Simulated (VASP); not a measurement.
# Band gap of KBr at several levels of theory, part 3 of 3

How does the band gap of KBr depend on the functional? The starting structure is a measured crystal structure from the Crystallography Open Database. Cell and atoms stay as given. Meshes and data sets differ where the inputs say so.

VASP 6.6.1.

Results so far: LDA 4.057 eV; PBE 4.453 eV; r2SCAN 5.098 eV; LDA + spin-orbit coupling 3.892 eV; r2SCAN + spin-orbit coupling 4.939 eV; HSE06 5.638 eV.

## Step 10: Bands with PBE0

Level of this step: PBE0; plane waves and PAW (Br, K_sv) (VASP).

PBE0 keeps a quarter of exact exchange at all ranges; it tends to overshoot small gaps. This run uses a 4×4×4 mesh. It starts from the orbitals of an earlier run, not shown.

INCAR reads:

```
SYSTEM = KBr
PREC = Accurate
ENCUT = 350
EDIFF = 1E-06
NELM = 100
ISMEAR = 0
SIGMA = 0.03
LREAL = .FALSE.
ALGO = Normal
LHFCALC = .TRUE.
AEXX = 0.25
GGA = PE
LASPH = .TRUE.
NBANDS = 14
PRECFOCK = Fast
HFRCUT = -1
LORBIT = 11
LWAVE = .FALSE.
LCHARG = .FALSE.
KPAR = 4
```

POSCAR reads:

```
KBr
1.0
    0.0000000000      3.2923500000      3.2923500000
    3.2923500000      0.0000000000      3.2923500000
    3.2923500000      3.2923500000      0.0000000000
Br K
1 1
Direct
    0.5000000000      0.5000000000      0.5000000000
    0.0000000000      0.0000000000      0.0000000000
```

KPOINTS reads:

```
Automatic mesh
0
Gamma
4 4 4
0 0 0
```

KPOINTS_OPT reads:

```
Line mode
10
Line-mode
Reciprocal
  0.00000000   0.00000000   0.00000000 GAMMA
  0.50000000   0.00000000   0.50000000 X

  0.50000000   0.00000000   0.50000000 X
  0.50000000   0.25000000   0.75000000 W

  0.50000000   0.25000000   0.75000000 W
  0.37500000   0.37500000   0.75000000 K

  0.37500000   0.37500000   0.75000000 K
  0.00000000   0.00000000   0.00000000 GAMMA

  0.00000000   0.00000000   0.00000000 GAMMA
  0.50000000   0.50000000   0.50000000 L

  0.50000000   0.50000000   0.50000000 L
  0.62500000   0.25000000   0.62500000 U

  0.62500000   0.25000000   0.62500000 U
  0.50000000   0.25000000   0.75000000 W

  0.50000000   0.25000000   0.75000000 W
  0.50000000   0.50000000   0.50000000 L

  0.50000000   0.50000000   0.50000000 L
  0.37500000   0.37500000   0.75000000 K

  0.62500000   0.25000000   0.62500000 U
  0.50000000   0.00000000   0.50000000 X
```

PAW data sets: Br and K_sv (PBE family, release 64).

On the command line:

```
> mpirun -np 4 vasp_std
```

Numbers of over 12 decimals in the logs are rounded to 6 here.

The log of the run:

```text
[banner, memory and clock lines left out]
running    4 mpi-ranks, on    1 nodes
[...]
LDA part: xc-table for (Slater+PW92), standard interpolation
 found WAVECAR, reading the header
 POSCAR, INCAR and KPOINTS ok, starting setup
[...]
HFRCUT set to (new)   10.293106
 reading WAVECAR
 the WAVECAR file was read successfully
 initial charge from wavefunction
 entering main loop
       N       E                     dE             d eps       ncg     rms          rms(c)
DAV:   1    -0.766068490372E+01   -0.76607E+01   -0.60026E-01   248   0.744E+00    0.209E+00
DAV:   2    -0.767021187695E+01   -0.95270E-02   -0.19213E-02   288   0.968E-01    0.144E+00
DAV:   3    -0.766813379346E+01    0.20781E-02   -0.23064E-03   290   0.289E-01    0.889E-01
DAV:   4    -0.766761614542E+01    0.51765E-03   -0.82220E-04   272   0.176E-01    0.544E-01
[...]
DAV:  10    -0.766755784401E+01   -0.21196E-05   -0.10331E-06   208   0.760E-03    0.250E-02
DAV:  11    -0.766755903129E+01   -0.11873E-05   -0.55619E-07   184   0.571E-03    0.149E-02
DAV:  12    -0.766755966112E+01   -0.62982E-06   -0.28804E-07   172   0.416E-03
   1 F= -.76675597E+01 E0= -.76675597E+01  d E =-.407108E-17
 Start KPOINTS_OPT (optional k-point list driver)
k-point batch [1-8\100]
       N       E                     dE             ncg
DAV:   1    -0.846706368284E+03   -0.19364E+04      224
DAV:   2    -0.160260876910E+04   -0.75590E+03      272
DAV:   3    -0.166527774851E+04   -0.62669E+02      282
DAV:   4    -0.166752166968E+04   -0.22439E+01      330
DAV:   5    -0.166756655026E+04   -0.44881E-01      282
DAV:   6    -0.166756750215E+04   -0.95189E-03      326
DAV:   7    -0.166756752426E+04   -0.22109E-04      282
DAV:   8    -0.166756752446E+04   -0.20083E-06      196
[...]
k-point batch [97-100\100]
       N       E                     dE             ncg
DAV:   1     0.118117158891E+04   -0.21204E+04      112
DAV:   2     0.825197892929E+03   -0.35597E+03      130
DAV:   3     0.798227731801E+03   -0.26970E+02      160
DAV:   4     0.797034663309E+03   -0.11931E+01      180
DAV:   5     0.797013015683E+03   -0.21648E-01      148
DAV:   6     0.797012623615E+03   -0.39207E-03      168
DAV:   7     0.797012616263E+03   -0.73516E-05      130
DAV:   8     0.797012616220E+03   -0.43471E-07      104
```

The job ended after 3.8 min (4 MPI ranks of Intel Xeon Platinum 8375C at 2.90GHz (Ice Lake), shared host; peak memory 0.76 GiB; 15 min of CPU time).

OUTCAR, selected parts (step 10):

```text
 POSITION                                       TOTAL-FORCE (eV/Angst)
 -----------------------------------------------------------------------------------
      3.29235      3.29235      3.29235         0.000000     -0.000000      0.000000
      0.00000      0.00000      0.00000        -0.000000      0.000000     -0.000000
 -----------------------------------------------------------------------------------
    total drift:                                0.000000     -0.000000     -0.000000

  FREE ENERGIE OF THE ION-ELECTRON SYSTEM (eV)
  ---------------------------------------------------
  free  energy   TOTEN  =        -7.6675596611 eV

  energy  without entropy=       -7.6675596611  energy(sigma->0) =       -7.66755966

[... 2 parts as in an earlier step ...]

[... 1 further part left out ...]
[key lines of the parts left out:]
E-fermi :  -2.7996
```

PBE0 gives a direct gap of 6.335 eV. The least gap is +2.278 eV from that of LDA, on another mesh, which alone can move a gap by some hundredths of an eV.

## Step 11: The runs compared

| level | ended | gap (eV) | least direct gap (eV) | mesh | core minutes |
| --- | --- | --- | --- | --- | --- |
| LDA | converged | 4.057 | 4.057 | 6×6×6 | 0.8 |
| PBE | converged | 4.453 | 4.453 | 6×6×6 | 0.92 |
| r2SCAN | converged | 5.098 | 5.098 | 6×6×6 | 2.47 |
| TB-mBJ | stopped by VASP | - | - | 6×6×6 | 1.6 |
| LDA + spin-orbit coupling | converged | 3.892 | 3.892 | 6×6×6 | 2.53 |
| r2SCAN + spin-orbit coupling | converged | 4.939 | 4.939 | 6×6×6 | 11.7 |
| TB-mBJ + spin-orbit coupling | stopped by VASP | - | - | 6×6×6 | 10.1 |
| HSE06 | converged | 5.638 | 5.64 | 4×4×4 | 19.3 |
| PBE0 | converged | 6.335 | 6.335 | 4×4×4 | 15.1 |

Core minutes are wall time times ranks of the run shown, on a shared host.

## Step 12: Summary of results

* gap, LDA: 4.057 eV
* gap, PBE: 4.453 eV
* gap, r2SCAN: 5.098 eV
* gap, LDA + spin-orbit coupling: 3.892 eV
* gap, r2SCAN + spin-orbit coupling: 4.939 eV
* gap, HSE06: 5.638 eV
* gap, PBE0: 6.335 eV

Without spin-orbit coupling the gap of KBr runs from 4.057 eV (LDA) to 6.335 eV (PBE0). HSE06 gives +1.19 eV from PBE, on another mesh, which alone can move a gap by some hundredths of an eV. Spin-orbit coupling changes the LDA gap by -0.164 eV. Spin-orbit coupling changes the r2SCAN gap by -0.160 eV. These are gaps between Kohn-Sham or generalised Kohn-Sham levels of a static lattice, without excitons or temperature. No result to use came from TB-mBJ and TB-mBJ + spin-orbit coupling. Further runs on this material are not shown.

[Lines on the potential files, build, host, timing and source positions are cut from VASP's logs without a mark.]

[Logs are printed without paths, hosts, clocks, repeated set-up lines and the standing remarks that a program may print on its own settings, such as how far it seeks lower states.]

[Hosts, paths, dates, database ids (printed as entryN), source tags and the programs' standing remarks are cut or masked in the printed files.]
